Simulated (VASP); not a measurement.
BaBe5:

```
Ba Be
1.0
     4.65917    0.00000    0.00000
    -2.32959    4.03496    0.00000
     0.00000    0.00000    3.75859
Ba Be
1 5
Cartesian
  0.0000 0.0000 0.0000
  1.1648 2.0175 1.8793
  2.3296 1.3450 0.0000
  -1.1648 2.0175 1.8793
  0.0000 2.6900 0.0000
  2.3296 0.0000 1.8793
```

The cell was built by a generator and needn't be a form met in nature.

```yaml
Program: VASP 6.6.1
Task: relaxation of cell and atoms
Functional: PBE
Potentials_or_basis: VASP PAW PBE potentials, release 64 (Ba_sv, Be)
Cutoff: 600 eV
k_mesh: 7 × 7 × 7
Occupations: methfessel-paxton, width 0.1 eV
Spin: no spin polarisation
```

At the start: pressure 16.7 GPa; volume 11.78 Å³/atom.

**Question.** Where does the relaxation end?

**Answer.** Over 6 steps the energy falls by 147.7 meV/atom and the volume is 14.38 Å³/atom (+22.1 %); space group P6/mmm (No. 191, to 0.05 Å).

Step by step:
| step | energy change (eV) | largest force (eV/Å) | pressure (GPa) | volume (Å³) |
| --- | --- | --- | --- | --- |
| 1 | 0.0000 | 0.0000 | 16.70 | 70.66 |
| 2 | -0.8292 | 0.0000 | 1.73 | 83.92 |
| 3 | -0.8530 | 0.0000 | -1.52 | 88.23 |
| 4 | -0.8559 | 0.0000 | -0.82 | 87.21 |
| 5 | -0.8818 | 0.0000 | -0.39 | 86.64 |
| 6 | -0.8863 | 0.0000 | -0.10 | 86.31 |

Final structure:
```
CELL_PARAMETERS angstrom
5.13036 0.00000 0.00000
-2.56518 4.44302 0.00000
0.00000 0.00000 3.78635
ATOMIC_POSITIONS crystal
Ba 0.00000 0.00000 0.00000
Be 0.50000 0.50000 0.50000
Be 0.66667 0.33333 0.00000
Be 0.00000 0.50000 0.50000
Be 0.33333 0.66667 0.00000
Be 0.50000 0.00000 0.50000
```

Caveat: the volume moved by over 15 % at a fixed basis, so the end points are rough.
